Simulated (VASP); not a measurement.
```xyz
1
Lattice="0.0000 2.6892 2.6892 2.6892 0.0000 2.6892 2.6892 2.6892 0.0000" Properties=species:S:1:pos:R:3 pbc="T T T"
Yb     0.0000     0.0000     0.0000
```

Method: TPSS meta-GGA, VASP's PBE PAW potentials (set 64) (plane waves; VASP). Run with 520 eV cut-off, 10×10×10 Γ-centred mesh, tetrahedra with Blöchl corrections, potentials Yb_2.

The 4f electrons are frozen in the core of the lanthanide potential, so 4f levels, which can set the real gap, and their magnetism are missing.

What does the run give for the energy per atom (σ→0), band gap (over mesh and band path) with the smallest direct gap where there is one?

```yaml
band gap (over mesh and band path): none (metal, semimetal or under 0.01 eV)
energy per atom (σ→0): -3.495 eV/atom
```

The absolute energy has meaning only against runs of the same code, potentials and settings.

The compound is Yb in the fcc structure. It was relaxed first, which changed the volume by -5 %.
